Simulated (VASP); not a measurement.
VASP ran on this input.

POSCAR:
```
BN
1
    0.0000000000     1.8038589440     1.8038589440
    1.8038589440     0.0000000000     1.8038589440
    1.8038589440     1.8038589440     0.0000000000
B N
1 1
Direct
  0.0000000000   0.0000000000   0.0000000000
  0.2500000000   0.2500000000   0.2500000000
```

INCAR:
```
NSW  =  40   # most ionic steps
ALGO  =  Normal   # blocked Davidson
NELM  =  100
ENCUT  =  620   # plane-wave cut-off (eV)
EDIFF  =  1E-6
PREC  =  Accurate
LREAL  =  .False.
ISMEAR  =  0   # Gaussian
ISIF  =  3   # ions, shape and volume
SIGMA  =  0.05   # width (eV)
IBRION  =  2   # conjugate gradients
LASPH  =  .True.   # aspherical one-centre terms
GGA  =  PS   # PBEsol
EDIFFG  =  -0.02   # ionic stop
LCHARG  =  .False.
LWAVE  =  .False.
SYSTEM  =  BN
```

File KPOINTS:
```
K-points
0
gamma
  12 12 12
0 0 0
```

POTCAR, in this order: B N (PBE.64 set). Program: vasp_std.

### Question
Translate this PBEsol calculation to Quantum ESPRESSO's pw.x.

### Answer
One equivalent input (not run):
```
&CONTROL
  calculation = 'vc-relax'
  pseudo_dir = './pseudo'
  outdir = './out'
  tprnfor = .true.
  tstress = .true.
  nstep = 40
  forc_conv_thr = 0.00078
/
&SYSTEM
  ibrav = 0
  nat = 2
  ntyp = 2
  ecutwfc = 84
  occupations = 'smearing'
  smearing = 'gaussian'
  degauss = 0.003675
  input_dft = 'pbesol'
/
&ELECTRONS
  conv_thr = 7.3e-08
  electron_maxstep = 100
/
&IONS
/
&CELL
/
ATOMIC_SPECIES
  B 10.810 B.upf
  N 14.007 N.upf
CELL_PARAMETERS angstrom
     0.0000000    1.8038589    1.8038589
     1.8038589    0.0000000    1.8038589
     1.8038589    1.8038589    0.0000000
ATOMIC_POSITIONS crystal
  B    0.0000000  0.0000000  0.0000000
  N    0.2500000  0.2500000  0.2500000
K_POINTS automatic
  12 12 12 0 0 0
```
The two are equivalent in intent, not identical: the potentials are each code's own (VASP's PAW set, PseudoDojo norm-conserving files in pw.x), so ENCUT and ecutwfc are chosen apart and not converted; conv_thr bounds pw.x's estimated SCF error, while EDIFF bounds the energy change between steps; forc_conv_thr acts on force components and is met together with etot_conv_thr.

The structure was generated: BN was put into the zinc blende type (F-43m), which need not be its known phase. It was relaxed first.
